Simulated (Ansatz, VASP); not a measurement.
NbTe in VASP and in Ansatz

File INCAR:

```
SYSTEM = NbTe
ALGO = Normal
EDIFF = 1E-7
ENCUT = 520
ISIF = 2
ISMEAR = -1
LASPH = .TRUE.
LCHARG = .FALSE.
LREAL = .FALSE.
LWAVE = .FALSE.
NBANDS = 16
NELM = 80
PREC = Accurate
SIGMA = 0.1
```

KPOINTS

```
k-points
0
G
  12 12 12
  0 0 0
```

POSCAR

```
NbTe
1.0
    0.0000000000      3.0803032375      3.0803032375
    3.0803032375      0.0000000000      3.0803032375
    3.0803032375      3.0803032375      0.0000000000
Nb Te
1 1
Direct
    0.0000000000      0.0000000000      0.0000000000
    0.2500000000      0.2500000000      0.2500000000
```

Input for Ansatz:

```yaml
crystal:
  lattice:
    - [0.0, 3.0803032375, 3.0803032375]
    - [3.0803032375, 0.0, 3.0803032375]
    - [3.0803032375, 3.0803032375, 0.0]
  atoms:
    - { symbol: Nb, position: [0.0, 0.0, 0.0] }
    - { symbol: Te, position: [0.25, 0.25, 0.25] }
kpoints:
  mp_grid: { grid: [12, 12, 12] }
  band_path:
    path:
      - [0.0, 0.0, 0.0]
      - [-0.5, -0.5, 0.0]
      - [-0.375, -0.375, 0.25]
      - [-0.375, 0.0, 0.375]
      - [0.0, 0.0, 0.0]
      - [0.0, 0.0, 0.5]
      - [-0.5, -0.25, 0.25]
      - [-0.5, -0.5, 0.0]
    npoints: 8
scf:
  occupations: { method: fermi_dirac, width: 0.1 }
hamiltonian:
  xc: lda
  pseudopotentials: { kind: paw }
output:
  forces: true
  stress: true
  eigenvalues: true
  populations: true
  dos: { projected: true, de: 0.2, e_range: [-14, 8] }
```

Change from the starting cell: volume scaled by 1, PAW files.

Alike in both runs: task single point; functional LDA; k mesh 12 × 12 × 12; occupations fermi-dirac, width 0.1 eV; no spin polarisation.

|  | VASP | Ansatz |
| --- | --- | --- |
| version | VASP 6.6.1 | Ansatz 0.2.0 |
| potentials or method | VASP PAW LDA potentials, release 64 (Nb_sv, Te) | PAW with Ansatz's default frozen-core files, scalar-relativistic |
| plane-wave cutoff (eV) | 520 | 420 |
| valence electrons in the cell | 19 | 29 |

|  | VASP | Ansatz | Ansatz less VASP |
| --- | --- | --- | --- |
| pressure (GPa) | 0.0 | 0.0 | -0.02 |

The two sets of potentials don't hold the same shells in valence.

The runs have no spin-orbit coupling, so splittings on Te are missing.
